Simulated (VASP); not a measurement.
# Al3Si2F (Imm2) in VASP: phonons with PBE

Aim: the phonons of Al3Si2F with PBE.

All numbers are computed with VASP 6.6.1; they aren't measurements. Logs are shortened: lines on timing, memory, paths and dates and some standing lists are left out, and cuts for length are marked.

### Step 1. The crystal as given

The structure is orthorhombic, space group Imm2 (No. 44). The conventional cell has a = 4.501 Å, b = 11.754 Å, c = 4.019 Å, α = 90.00°, β = 90.00°, γ = 90.00°. Around Al (site symmetry m) lie 1 F at 2.13 Å. Al (site symmetry mm2) is surrounded by 2 F at 2.26 Å and 2 Si at 2.52 Å. Si (site symmetry m) is surrounded by 5 Al at 2.50 to 2.66 Å. F (site symmetry mm2) has 4 Al at 2.13 to 2.26 Å as nearest neighbours.

The cell was built by a generator and needn't be a form met in nature.

### Step 2. Phonons, PBE

POSCAR reads:

```
Al3Si2F
1.0
   -2.2505900000      5.8772100000      2.0094200000
    2.2505900000     -5.8772100000      2.0094200000
    2.2505900000      5.8772100000     -2.0094200000
Al Si F
3 2 1
Direct
    0.6327120000      0.7973640000      0.8353480000
    0.9620170000      0.7973640000      0.1646520000
    0.0590690000      0.5590690000      0.5000000000
    0.3984940000      0.0374090000      0.3610850000
    0.6763230000      0.0374090000      0.6389150000
    0.0214910000      0.0214910000      0.0000000000
```

INCAR.step1 reads:

```
SYSTEM = Al3Si2F
PREC = Accurate ; ENCUT = 520
EDIFF = 1E-8 ; ISMEAR = 0
SIGMA = 0.1 ; LREAL = .False.
LASPH = .True. ; NELM = 100
ALGO = Normal ; ISIF = 3
LWAVE = .False. ; LCHARG = .False.
GGA = PE ; KPAR = 8
IBRION = 2 ; NSW = 40
EDIFFG = -0.002
```

INCAR.step2 reads:

```
SYSTEM = Al3Si2F
PREC = Accurate ; ENCUT = 520
EDIFF = 1E-8 ; ISMEAR = 0
SIGMA = 0.1 ; LREAL = .False.
LASPH = .True. ; NELM = 100
ALGO = Normal ; ISIF = 2
LWAVE = .False. ; LCHARG = .False.
GGA = PE ; KPAR = 8
IBRION = 6 ; NFREE = 2
POTIM = 0.015 ; NSW = 1
```

KPOINTS reads:

```
regular mesh
0
Gamma
  10 10 10
  0 0 0
```

Potentials or basis: VASP PAW PBE potentials, release 64 (Al, Si, F).

On the command line:

```console
cat potpaw_PBE.64/Al/POTCAR potpaw_PBE.64/Si/POTCAR potpaw_PBE.64/F/POTCAR > POTCAR
cp INCAR.step1 INCAR
mpirun -np 8 vasp_std > vasp.out
cp CONTCAR POSCAR
cp INCAR.step2 INCAR
mpirun -np 8 vasp_std > vasp.out
```

OUTCAR:

```text
SYSTEM = Al3Si2F
   PREC = Accurate
   ENCUT = 520
   EDIFF = 1E-8
   ISMEAR = 0
   LREAL = .False.
   LASPH = .True.
   NELM = 100
   ISIF = 2
   GGA = PE
   IBRION = 6
   NFREE = 2
   POTIM = 0.015
   NSW = 1

 ion  position               nearest neighbor table
   1  0.632  0.797  0.835-   6 2.13   4 2.50   4 2.50   5 2.50   3 3.15   3 3.15
   2  0.961  0.797  0.165-   6 2.13   5 2.50   5 2.50   4 2.50   3 3.15   3 3.15
   3  0.059  0.559  0.500-   6 2.26   6 2.26   5 2.52   4 2.52   5 2.66   4 2.66   1 3.15   1 3.15
                             2 3.15   2 3.15
   4  0.399  0.038  0.361-   1 2.50   1 2.50   2 2.50   3 2.52   3 2.66
   5  0.677  0.038  0.639-   2 2.50   2 2.50   1 2.50   3 2.52   3 2.66
   6  0.022  0.022  0.000-   1 2.13   2 2.13   3 2.26   3 2.26

  LATTYP: Found a body centered orthorhombic cell.
 ALAT       =     4.0192311156
 B/A-ratio  =     1.1206265127
 C/A-ratio  =     2.9223660691

  Lattice vectors:

 A1 = (   2.2520284744,  -5.8728323181,   2.0096155578)
 A2 = (  -2.2520284744,  -5.8728323181,  -2.0096155578)
 A3 = (   2.2520284744,   5.8728323181,  -2.0096155578)

Analysis of symmetry for initial positions (statically):
=====================================================================
 Subroutine PRICEL returns:
 Original cell was already a primitive cell.

 Routine SETGRP: Setting up the symmetry group for a
 body centered orthorhombic supercell.

 Subroutine GETGRP returns: Found  4 space group operations
 (whereof  4 operations were pure point group operations)
 out of a pool of  8 trial point group operations.

The static configuration has the point symmetry C_2v.

Analysis of symmetry for dynamics (positions and initial velocities):
=====================================================================
 Subroutine PRICEL returns:
 Original cell was already a primitive cell.

 Routine SETGRP: Setting up the symmetry group for a
 body centered orthorhombic supercell.

 Subroutine GETGRP returns: Found  4 space group operations
 (whereof  4 operations were pure point group operations)
 out of a pool of  8 trial point group operations.

The dynamic configuration has the point symmetry C_2v.

 Subroutine INISYM returns: Found  4 space group operations
 (whereof  4 operations are pure point group operations),
 and found     1 'primitive' translations

----------------------------------------------------------------------------------------

                                     Primitive cell

  volume of cell :     106.3150

  direct lattice vectors                    reciprocal lattice vectors
    -2.252028474  5.872832318  2.009615558     0.000000000  0.085137796  0.248803806
     2.252028474 -5.872832318  2.009615558     0.222022060  0.000000000  0.248803806
     2.252028474  5.872832318 -2.009615558     0.222022060  0.085137796  0.000000000

  length of vectors
     6.603055836  6.603055836  6.603055836     0.262967257  0.333462335  0.237786121

  position of ions in fractional coordinates (direct lattice)
     0.632212769  0.796812501  0.835400268
     0.961413233  0.796812501  0.164599732
     0.059386577  0.559386577  0.500000000
     0.398782228  0.037748065  0.361034162
     0.676712903  0.037748065  0.638965838
     0.021598290  0.021598290  0.000000000

  ion indices of the primitive-cell ions
   primitive index   ion index
                 1           1
                 2           2
                 3           3
                 4           4
                 5           5
                 6           6

----------------------------------------------------------------------------------------

 KPOINTS: regular mesh

Automatic generation of k-mesh.
 Grid dimensions read from file:
 generate k-points for:   10   10   10

 Generating k-lattice:

  Cartesian coordinates                     Fractional coordinates (reciprocal lattice)
     0.000000000  0.008513780  0.024880381     0.100000000  0.000000000 -0.000000000
     0.022202206  0.000000000  0.024880381     0.000000000  0.100000000  0.000000000
     0.022202206  0.008513780  0.000000000    -0.000000000  0.000000000  0.100000000
[... 56 lines left out ...]
   NELM   =    100;   NELMIN=  2; NELMDL=  0     # of ELM steps
   EDIFF  = 0.1E-07   stopping-criterion for ELM
   LREAL  =      F    real-space projection
   EDIFFG = 0.1E-06   stopping-criterion for IOM
   NSW    =    109    number of steps for IOM
   IBRION =      6    ionic relax: 0-MD 1-quasi-New 2-CG
   NFREE  =      2    steps in history (QN), initial steepest desc. (CG)
   ISIF   =      2    stress and relaxation
   ISYM   =      2    0-nonsym 1-usesym 2-fastsym
   POTIM  = 0.0150    time-step for ionic-motion
   TEBEG  =    0.0;   TEEND  =   0.0 temperature during run
   PSTRESS=    0.0 pullay stress
   NELECT =      24.0000    total number of electrons
   NUPDOWN=      -1.0000    fix difference up-down
   EMIN   =  10.00;   EMAX   =-10.00  energy-range for DOS
   EFERMI =   0.00;   METHOD = LEGACY
   ISMEAR =     0;   SIGMA  =   0.10  broadening in eV -4-tet -1-fermi 0-gaus
   EFERMI_NEDOS =   21; number of points for ismear=-14 and -15
   IALGO  =     38    algorithm
   IMIX   =      4    mixing-type and parameters
     AMIX     =   0.40;   BMIX     =  1.00
     AMIX_MAG =   1.60;   BMIX_MAG =  1.00
  volume/ion in A,a.u.               =      17.72       119.57
  Fermi-wavevector in a.u.,A,eV,Ry     =   0.996813  1.883704 13.519245  0.993636
  Thomas-Fermi vector in A             =   2.128927
   LORBIT       =      0    0 simple, 1 ext, 2 COOP (PROOUT), +10 PAW based schemes
   GGA     = PE    functional components
   LHFCALC =     F    Hartree Fock is set to
   AEXX    =    0.0000 exact exchange contribution
   IVDW    =     0    specifies the selected vdW correction
   LEPSILON=     F    determine dielectric tensor
   LRPA    =     F    only Hartree local field effects (RPA)
 finite differences with symmetry
 non-spin polarized calculation
 Gauss-broadening in eV      SIGMA  =   0.10
  energy-cutoff  :      520.00
  volume of cell :      106.31
 maximum number of plane-waves:      2894
 NGX is ok and might be reduce to    50
   NGX = 25   NGY = 25   NGZ = 25

--------------------------------------- Ionic step        1  -------------------------------------------

 number of electron      24.0000004 magnetization

 Free energy of the ion-electron system (eV)
  ---------------------------------------------------
  ext. energy  EPLUGINS =         0.00000000
  ---------------------------------------------------
  free energy    TOTEN  =       -26.24497426 eV

  energy without entropy =      -26.23764518  energy(sigma->0) =      -26.24130972

------------------------ aborting loop because EDIFF is reached ----------------------------------------

  FORCE on cell =-STRESS in cart. coord.  units (eV):
  Direction    XX          YY          ZZ          XY          YZ          ZX
  --------------------------------------------------------------------------------------
  -------------------------------------------------------------------------------------
  Total        0.0013297      0.0015707      0.0010064      0.0000000      0.0000000      0.0000000
  in kB        0.0200393      0.0236707      0.0151666      0.0000000      0.0000000      0.0000000
  external PRESSURE =       0.0196255 kB  Pullay stress =       0.0000000 kB
[... 101 lines left out ...]
  FREE ENERGIE OF THE ION-ELECTRON SYSTEM (eV)
  ---------------------------------------------------
  free  energy   TOTEN  =       -26.2441127048 eV

  energy  without entropy=      -26.2367872465  energy(sigma->0) =      -26.24044998

[... ionic steps 4 to 22 ...]

--------------------------------------- Ionic step       23  -------------------------------------------

 number of electron      24.0000000 magnetization

------------------------ aborting loop because EDIFF is reached ----------------------------------------
[... 75 lines left out ...]
--------------------------------------- Ionic step       25  -------------------------------------------

 number of electron      24.0000004 magnetization

 Free energy of the ion-electron system (eV)
  ---------------------------------------------------
  ext. energy  EPLUGINS =         0.00000000
  ---------------------------------------------------
  free energy    TOTEN  =       -26.24470354 eV

  energy without entropy =      -26.23736439  energy(sigma->0) =      -26.24103397

 E-fermi :   6.1141     XC(G=0):  -9.5804

 val. band max:        6.1043020720   @ k =   0.3000  -0.3000   0.3000
 cond. band min:       6.1360288458   @ k =  -0.1000   0.2000   0.0000
 fundamental gap:      0.0317267737
 Fermi energy:         6.1140564961

 k-point     1 :       0.0000    0.0000    0.0000
  band No.  band energies     occupation
      1     -19.8940      2.00000
      2      -4.3873      2.00000
      3      -2.9773      2.00000
      4      -2.2085      2.00000
      5      -1.1118      2.00000
      6      -0.6855      2.00000
[... 433 lines left out ...]
      3      -2.9250      2.00000
      4      -2.1603      2.00000
      5      -1.2161      2.00000
      6      -1.0376      2.00000
[... 8 lines left out ...]
     15       8.6970      0.00000
     16       9.2271      0.00000

 [... further k-points ...]

------------------------ aborting loop because EDIFF is reached ----------------------------------------

  FORCE on cell =-STRESS in cart. coord.  units (eV):
  Direction    XX          YY          ZZ          XY          YZ          ZX
  --------------------------------------------------------------------------------------
  -------------------------------------------------------------------------------------
  Total        0.0551507      0.0334277      0.0110048      0.0000000      0.0000000      0.0000000
  in kB        0.8311260      0.5037593      0.1658432      0.0000000      0.0000000      0.0000000
  external PRESSURE =       0.5002428 kB  Pullay stress =       0.0000000 kB
[... 21 lines left out ...]
  FREE ENERGIE OF THE ION-ELECTRON SYSTEM (eV)
  ---------------------------------------------------
  free  energy   TOTEN  =       -26.2447035448 eV

  energy  without entropy=      -26.2373643905  energy(sigma->0) =      -26.24103397

 INTERNAL STRAIN TENSORS FROM DISPLACED ATOMS
 ============================================

 INTERNAL STRAIN TENSOR FOR ION    1 for displacements in x,y,z  (eV/Angst):
          X           Y           Z          XY          YZ          ZX
  --------------------------------------------------------------------------------
  x     0.00000     0.00000     0.00000     3.20241     0.00000    -6.26191
  y     6.45409    -4.96227    -1.43746     0.00000     3.27908     0.00000
  z    -4.38710     4.32942    -1.46031     0.00000    -1.19002     0.00000

 INTERNAL STRAIN TENSOR FOR ION    6 for displacements in x,y,z  (eV/Angst):
          X           Y           Z          XY          YZ          ZX
  --------------------------------------------------------------------------------
  x     0.00000     0.00000     0.00000     0.00000     0.00000    -2.21526
  y     0.00000     0.00000     0.00000     0.00000    -0.04066     0.00000
  z    -3.54133    -2.04712    -0.69637     0.00000     0.00000     0.00000

 Eigenvectors and eigenvalues of the dynamical matrix
 ----------------------------------------------------

   1 f  =   11.792442 THz    74.094100 2PiTHz  393.353533 cm-1    48.769600 meV
             X         Y         Z           dx          dy          dz
      2.252028  3.939499  1.192958    -0.476204    0.000000   -0.000000
     -0.000002  1.933339  3.202576     0.476204    0.000000    0.000000
      2.252028  0.000000  0.238688    -0.000000    0.000000    0.000000
      0.000000  4.240586  0.151718     0.522713   -0.000000    0.000000
      0.000002  7.505073  0.151716    -0.522713   -0.000000   -0.000000
      0.000000  0.000000  0.086809     0.000000   -0.000000    0.000000
[... 145 lines left out ...]
  18 f/i=    4.631305 THz    29.099346 2PiTHz  154.483696 cm-1    19.153529 meV
             X         Y         Z           dx          dy          dz
      2.252028  3.939499  1.192958    -0.007019    0.000000    0.000000
     -0.000002  1.933339  3.202576    -0.007019    0.000000   -0.000000
      2.252028  0.000000  0.238688     0.750258   -0.000000    0.000000
      0.000000  4.240586  0.151718    -0.094154   -0.000000   -0.000000
      0.000002  7.505073  0.151716    -0.094154   -0.000000    0.000000
      0.000000  0.000000  0.086809    -0.647522   -0.000000   -0.000000

 ELASTIC MODULI CONTR FROM IONIC RELAXATION (kBar)
 Direction    XX          YY          ZZ          XY          YZ          ZX
 --------------------------------------------------------------------------------
 XX        -573.0432    258.4549      8.6214      0.0000     -0.0000      0.0000
 YY         258.4549   -234.3766    -10.0029     -0.0000      0.0000     -0.0000
 ZZ           8.6214    -10.0029   -148.2902     -0.0000      0.0000     -0.0000
 XY           0.0000     -0.0000     -0.0000    -56.3366      0.0000      0.0000
 YZ          -0.0000      0.0000     -0.0000      0.0000   -148.3997     -0.0000
 ZX           0.0000     -0.0000     -0.0000     -0.0000     -0.0000   -228.6346
 --------------------------------------------------------------------------------
```

Run time: 43 min. Hardware: 8 MPI ranks of Intel Xeon Platinum 8488C (Sapphire Rapids), shared host; peak memory 1.4 GiB.

Results:

```
Highest phonon frequency at Γ, LO-TO splitting left out : 393 cm⁻¹
Most unstable mode                                      : 154i cm⁻¹
```

Phonon frequencies in cm⁻¹ (negative: imaginary):
| q point | frequencies |
| --- | --- |
| (0.000, 0.000, 0.000) | -154 -117 0 0 1 111 138 169 184 200 215 244 300 338 346 362 381 393 |

Caveat: some modes are imaginary.
